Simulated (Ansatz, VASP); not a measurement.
# Cross-check of Nb2NF2 between VASP and Ansatz, part 2 of 2

Aim: how closely do two programs agree when they are given the same cell, functional and k mesh? The structure shown is the start of the Ansatz relaxation below; VASP solves that cell, so the two are compared at the walk's first step.

VASP 6.6.1 and Ansatz 0.2.0.

So far: Starting point; Ansatz: relaxation, PBE.

**3. VASP: single point, PBE, start cell**

Level of this step: PBE; plane waves and PAW (N, Nb_sv, F) (VASP).

The same cell, functional, mesh and smearing now go to VASP, with its own data sets.

Lines of VASP's logs that name or quote its potential files are left out, and so is its time.

The input, INCAR:

```
SYSTEM = Nb2NF2
PREC = Accurate
ENCUT = 520
EDIFF = 1E-06
NELM = 120
ISMEAR = 1
SIGMA = 0.15
LREAL = .FALSE.
ALGO = Normal
GGA = PE
NBANDS = 55
LASPH = .TRUE.
LORBIT = 11
LWAVE = .FALSE.
LCHARG = .FALSE.
ISIF = 2
LDIPOL = .TRUE.
IDIPOL = 3
DIPOL = 0.5 0.5 0.301
LVHAR = .TRUE.
GGA_COMPAT = .FALSE.
NELMDL = -8
KPAR = 2
```

The input, POSCAR:

```
Nb2NF2
1.0
    3.2735700000      0.0000000000      0.0000000000
    0.0000000000      5.6699900000      0.0000000000
    0.0000000000      0.0000000000     33.2000000000
N Nb F
2 4 4
Direct
    0.0000000000      0.0081280567      0.3076843072
    0.5000000000      0.4918719433      0.2947253313
    0.0000000000      0.3473708067      0.3315869578
    0.5000000000      0.8192958012      0.3320709639
    0.5000000000      0.1526291933      0.2708226807
    0.0000000000      0.6807040224      0.2703386747
    0.5000000000      0.1683687273      0.3694209337
    0.0000000000      0.6649646648      0.3735884036
    0.0000000000      0.3316312727      0.2329887048
    0.5000000000      0.8350353352      0.2288212349
```

The input, KPOINTS:

```
Automatic mesh
0
Gamma
12 6 1
0 0 0
```

The projector-augmented-wave data sets are N, Nb_sv and F (PBE family, release 64).

Command:

```sh
> mpirun -np 2 vasp_std
```

Numbers of over 12 decimals in the logs are rounded to 6 here.

The log of the run:

```text
[banner, memory and clock lines left out]
running    2 mpi-ranks, on    1 nodes
 distrk:  each k-point on    1 cores,    2 groups
 distr:  one band on    1 cores,    1 groups

 POSCAR found type information on POSCAR N NbF
 POSCAR found :  3 types and      10 ions
 LDA part: xc-table for (Slater+PW92), standard interpolation
 POSCAR, INCAR and KPOINTS ok, starting setup
 FFT: planning ... GRIDC
 FFT: planning ... GRID_SOFT
 FFT: planning ... GRID
 WAVECAR not read
 entering main loop
       N       E                     dE             d eps       ncg     rms          rms(c)
DAV:   1     0.929282486337E+03    0.92928E+03   -0.45687E+04  4120   0.134E+03
DAV:   2     0.424428808127E+02   -0.88684E+03   -0.86596E+03  4314   0.446E+02
DAV:   3    -0.855877802867E+02   -0.12803E+03   -0.12679E+03  4306   0.149E+02
DAV:   4    -0.938469846076E+02   -0.82592E+01   -0.81330E+01  5360   0.455E+01
DAV:   5    -0.943379942288E+02   -0.49101E+00   -0.48672E+00  5185   0.704E+00
DAV:   6    -0.943557091014E+02   -0.17715E-01   -0.17545E-01  5353   0.147E+00
DAV:   7    -0.943569940704E+02   -0.12850E-02   -0.12787E-02  5121   0.308E-01
DAV:   8    -0.943570926593E+02   -0.98589E-04   -0.98179E-04  4857   0.743E-02    0.230E+01
DAV:   9    -0.827484008016E+02    0.11609E+02   -0.70196E+01  4320   0.384E+01    0.885E+00
DAV:  10    -0.827708073436E+02   -0.22407E-01   -0.67651E+00  5320   0.141E+01    0.475E+00
DAV:  11    -0.827854206747E+02   -0.14613E-01   -0.19428E+00  4504   0.798E+00    0.259E+00
DAV:  12    -0.826835063478E+02    0.10191E+00   -0.13640E+00  4616   0.647E+00    0.127E+00
DAV:  13    -0.826459129156E+02    0.37593E-01   -0.30480E-01  4848   0.331E+00    0.503E-01
DAV:  14    -0.826445202884E+02    0.13926E-02   -0.26405E-02  4304   0.107E+00    0.308E-01
[...]
DAV:  23    -0.826431024567E+02   -0.13965E-03   -0.32804E-06  3216   0.650E-03    0.165E-03
DAV:  24    -0.826431448524E+02   -0.42396E-04   -0.80876E-07  2696   0.438E-03    0.106E-03
DAV:  25    -0.826431647830E+02   -0.19931E-04   -0.42494E-07  2552   0.368E-03    0.850E-04
DAV:  26    -0.826431763449E+02   -0.11562E-04   -0.45169E-07  2696   0.323E-03    0.650E-04
DAV:  27    -0.826431802605E+02   -0.39156E-05   -0.20480E-07  2448   0.283E-03    0.480E-04
DAV:  28    -0.826431824832E+02   -0.22227E-05   -0.15345E-07  2448   0.203E-03    0.250E-04
DAV:  29    -0.826431837817E+02   -0.12985E-05   -0.96828E-08  2424   0.177E-03    0.197E-04
DAV:  30    -0.826431842238E+02   -0.44208E-06   -0.48005E-08  2232   0.121E-03
   1 F= -.82643184E+02 E0= -.82644082E+02  d E =0.269465E-02
```

Parts of OUTCAR (step 3):

```text
ion  position               nearest neighbor table
   1  0.000  0.008  0.308-   3 2.08   4 2.12   4 2.12   5 2.20   5 2.20   6 2.23
   2  0.500  0.492  0.295-   5 2.08   6 2.12   6 2.12   3 2.20   3 2.20   4 2.23
   3  0.000  0.347  0.332-   1 2.08   2 2.20   2 2.20   8 2.28   7 2.30   7 2.30   6 2.78   5 2.82
                             5 2.82
   4  0.500  0.819  0.332-   1 2.12   1 2.12   2 2.23   8 2.31   8 2.31   7 2.34   6 2.74   6 2.74
                             5 2.78
   5  0.500  0.153  0.271-   2 2.08   1 2.20   1 2.20  10 2.28   9 2.30   9 2.30   4 2.78   3 2.82
                             3 2.82
   6  0.000  0.681  0.270-   2 2.12   2 2.12   1 2.23  10 2.31  10 2.31   9 2.34   4 2.74   4 2.74
                             3 2.78
   7  0.500  0.168  0.369-   3 2.30   3 2.30   4 2.34
   8  0.000  0.665  0.374-   3 2.28   4 2.31   4 2.31
   9  0.000  0.332  0.233-   5 2.30   5 2.30   6 2.34
  10  0.500  0.835  0.229-   5 2.28   6 2.31   6 2.31

  LATTYP: Found a simple orthorhombic cell.
 ALAT       =     3.2735700000
 B/A-ratio  =     1.7320509413
 C/A-ratio  =    10.1418329225

 Subroutine GETGRP returns: Found  4 space group operations
 (whereof  2 operations were pure point group operations)

The static configuration has the point symmetry C_1h.
 The point group associated with its full space group is C_2h.

 Found     28 irreducible k-points:

   k-points           NKPTS =     28   k-points in BZ     NKDIM =     28   number of bands    NBANDS=     55

   dimension x,y,z NGX =    24 NGY =   42 NGZ =  250
   dimension x,y,z NGXF=    48 NGYF=   84 NGZF=  500

   ENCUT  =  520.0 eV  38.22 Ry    6.18 a.u.   6.09 10.54 61.73*2*pi/ulx,y,z

   NELECT =      90.0000    total number of electrons

 k-points in reciprocal lattice and weights: Automatic mesh
   0.00000000  0.00000000  0.00000000       0.014
   0.08333333  0.00000000  0.00000000       0.028
   0.16666667  0.00000000  0.00000000       0.028
   0.25000000  0.00000000  0.00000000       0.028
   0.33333333  0.00000000  0.00000000       0.028
   0.41666667  0.00000000  0.00000000       0.028
   0.50000000  0.00000000  0.00000000       0.014
   0.00000000  0.16666667  0.00000000       0.028
   0.08333333  0.16666667  0.00000000       0.056
[...]
0.41666667  0.50000000  0.00000000       0.028
   0.50000000  0.50000000  0.00000000       0.014

 dipolmoment           0.000000      0.000000     -0.000005 electrons x Angstroem

 average (electrostatic) potential at core
       1 -72.1582       2 -72.1582       3 -91.3679       4 -91.3040       5 -91.3679
       6 -91.3040       7 -83.2472       8 -83.3311       9 -83.2472      10 -83.3311

 E-fermi :  -1.4464

 k-point     1 :       0.0000    0.0000    0.0000
  band No.  band energies     occupation
    ...
     40      -6.9561      2.00000
     41      -4.8260      2.00000
     42      -3.5412      2.00000
     43      -3.4954      2.00000
     44      -1.6174      2.06842
     45      -1.3230      0.00867
     46      -1.3007     -0.04381
     47      -1.1708     -0.02607
     48      -0.1726     -0.00000
     49      -0.1647     -0.00000
    ...

 k-point     2 :       0.0833    0.0000    0.0000
  band No.  band energies     occupation
    ...
     42      -3.6363      2.00000
     43      -3.4060      2.00000
     44      -1.7471      2.01575
     45      -1.6498      2.06650
     46      -1.4036      0.53793
     47      -0.9205     -0.00001
     48      -0.2660     -0.00000
     49      -0.1621     -0.00000
     50       0.1265     -0.00000
     51       0.1464     -0.00000
    ...

 k-point     3 :       0.1667    0.0000    0.0000
  band No.  band energies     occupation
    ...
     42      -3.7683      2.00000
     43      -3.2204      2.00000
     44      -2.1218      2.00000
     45      -2.1196      2.00000
     46      -1.5667      1.98098
     47      -0.7365     -0.00000
     48      -0.1111     -0.00000
     49      -0.1054     -0.00000
     50       0.1455     -0.00000
     51       0.3072     -0.00000
    ...

  Total       -2.6625576     -1.6968773      1.6347937      0.0000000      0.4944141      0.0000000
  in kB       -6.9225737     -4.4118325      4.2504170      0.0000000      1.2854626      0.0000000
  external PRESSURE =      -2.3613297 kB  Pullay stress =       0.0000000 kB

  energy-cutoff  :      520.00
  volume of cell :      616.23
      direct lattice vectors                 reciprocal lattice vectors
     3.273570000  0.000000000  0.000000000     0.305476895  0.000000000  0.000000000
     0.000000000  5.669990000  0.000000000     0.000000000  0.176367154  0.000000000
     0.000000000  0.000000000 33.200000000     0.000000000  0.000000000  0.030120482

 POSITION                                       TOTAL-FORCE (eV/Angst)
 -----------------------------------------------------------------------------------
      0.00000      0.04609     10.21512         0.000000     -0.134005     -0.170720
      1.63678      2.78891      9.78488         0.000000      0.134005      0.170720
      0.00000      1.96959     11.00869         0.000000      0.482362      0.346475
      1.63678      4.64540     11.02476         0.000000     -0.391733      0.667369
      1.63678      0.86541      8.99131         0.000000     -0.482362     -0.346475
      0.00000      3.85958      8.97524         0.000000      0.391733     -0.667369
      1.63678      0.95465     12.26477         0.000000      0.112920     -0.005572
      0.00000      3.77034     12.40313         0.000000     -0.027078     -0.018849
      0.00000      1.88035      7.73522         0.000000     -0.112920      0.005572
      1.63678      4.73464      7.59686         0.000000      0.027078      0.018849
 -----------------------------------------------------------------------------------
    total drift:                                0.000000      0.001682     -0.000413

  FREE ENERGIE OF THE ION-ELECTRON SYSTEM (eV)
  ---------------------------------------------------
  free  energy   TOTEN  =       -82.6431842238 eV

  energy  without entropy=      -82.6458788722  energy(sigma->0) =      -82.64408244

 vacuum level on the upper side and lower side of the slab         2.709         2.709

 total charge
# of ion       s       p       d       tot
------------------------------------------
    1        1.243   2.514   0.000   3.757
    2        1.243   2.514   0.000   3.757
    3        2.132   6.013   2.530  10.675
    4        2.138   6.015   2.552  10.705
    5        2.132   6.013   2.530  10.675
    6        2.138   6.015   2.552  10.705
    7        1.736   4.340   0.000   6.075
    8        1.737   4.333   0.000   6.070
    9        1.736   4.340   0.000   6.075
   10        1.737   4.333   0.000   6.070
--------------------------------------------------
tot         17.972  46.429  10.164  74.566

[... 3 further parts left out ...]
```

The run ends at a pressure of -0.24 GPa, with forces up to 0.77 eV/Å.

**4. Comparison**

Known differences besides the potentials themselves: Ansatz cuts the interaction across the vacuum, VASP repeats the sheet with a dipole correction; the cutoff is 420 eV in Ansatz and 520 eV in VASP. Total energies have different zeros and are not compared.

Forces (eV/Å; atoms numbered as in POSCAR):

```csv
atom,"Ansatz x, y, z","VASP x, y, z"
N1,"0.000, -0.137, -0.172","0.000, -0.134, -0.171"
N2,"0.000, 0.137, 0.172","0.000, 0.134, 0.171"
Nb3,"0.000, 0.489, 0.363","0.000, 0.482, 0.346"
Nb4,"0.000, -0.399, 0.683","0.000, -0.392, 0.667"
Nb5,"0.000, -0.489, -0.363","0.000, -0.482, -0.346"
Nb6,"0.000, 0.399, -0.683","0.000, 0.392, -0.667"
F7,"0.000, 0.114, -0.004","0.000, 0.113, -0.006"
F8,"0.000, -0.028, -0.020","0.000, -0.027, -0.019"
F9,"0.000, -0.114, 0.004","0.000, -0.113, 0.006"
F10,"0.000, 0.028, 0.020","0.000, 0.027, 0.019"
```

The forces differ by 6.5 meV/Å r.m.s., which is 2.5 % of the r.m.s. force of 0.260 eV/Å (both taken over all components). With vacuum in the cell, a pressure given here is an average over mostly empty space and none of the material.

**5. Outcome**

```json
{
  "r.m.s. force difference (single point, PBE, start cell)": "2.5 % of the r.m.s. force"
}
```

**Reading.** The r.m.s. force difference is 2.5 % of the r.m.s. force (single point, PBE, start cell), within the 3 % picked in this series as the mark of a large difference. Such differences can come from data sets, numerical settings and the points named under the comparisons, not from the functional's error against experiment.

[Lines on the potential files, build, host, timing and source positions are cut from VASP's logs without a mark.]

[Logs are printed without paths, hosts, clocks, repeated set-up lines and the standing remarks that a program may print on its own settings, such as how far it seeks lower states.]

[Hosts, paths, dates, database ids (printed as entryN), source tags and the programs' standing remarks are cut or masked in the printed files.]
